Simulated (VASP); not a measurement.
Wanted: the native input for a VASP 6.6.1 run.

| Item | Value |
| --- | --- |
| Task | single point |
| Functional | PBEsol |
| Potentials or basis | VASP PAW PBE potentials, release 64 (Ga_d, Ge_d) |
| Cutoff | 520 eV |
| k mesh | 14 × 14 × 14 |
| Occupations | gaussian, width 0.15 eV |
| Spin | no spin polarisation |
| Dipole correction | no |
| Further INCAR settings | ALGO = Normal; EDIFF = 1e-06; NBANDS = 20 |

The structure of GaGe lies in POSCAR:

```
GaGe
1.0
    0.0000000000      2.8978440000      2.8978440000
    2.8978440000      0.0000000000      2.8978440000
    2.8978440000      2.8978440000      0.0000000000
Ga Ge
1 1
Direct
    0.7500000000      0.7500000000      0.7500000000
    0.0000000000      0.0000000000      0.0000000000
```

The cell comes from a database or a generator and needn't be the stable form of this composition.

These files were run (other wordings do the same):

INCAR

```
  ALGO = Normal
  EDIFF = 1E-6
  ENCUT = 520
  GGA = PS
  ISIF = 2
  ISMEAR = 0
  LASPH = True
  LCHARG = False
  LREAL = False
  LWAVE = False
  NBANDS = 20
  NELM = 100
  PREC = Accurate
  SIGMA = 0.15
```

KPOINTS

```
k-points
0
Gamma
  14 14 14
```

Potentials or basis: VASP PAW PBE potentials, release 64 (Ga_d, Ge_d).

Run with:

```sh
$ cat potpaw_PBE.64/Ga_d/POTCAR potpaw_PBE.64/Ge_d/POTCAR > POTCAR
$ mpirun -np 1 vasp_std > vasp.out
```

Results of the run:

```yaml
Pressure: -2.5 GPa
Band_gap_on_the_k_mesh: none (metal or under the smearing width)
```

Caveat: the PAW data sets were made with another functional, which shifts forces and pressure a little.

It took 70 s on 1 thread of Intel(R) Xeon(R) Platinum 8488C (Sapphire Rapids), with other jobs on the host, peak memory 0.24 GiB.
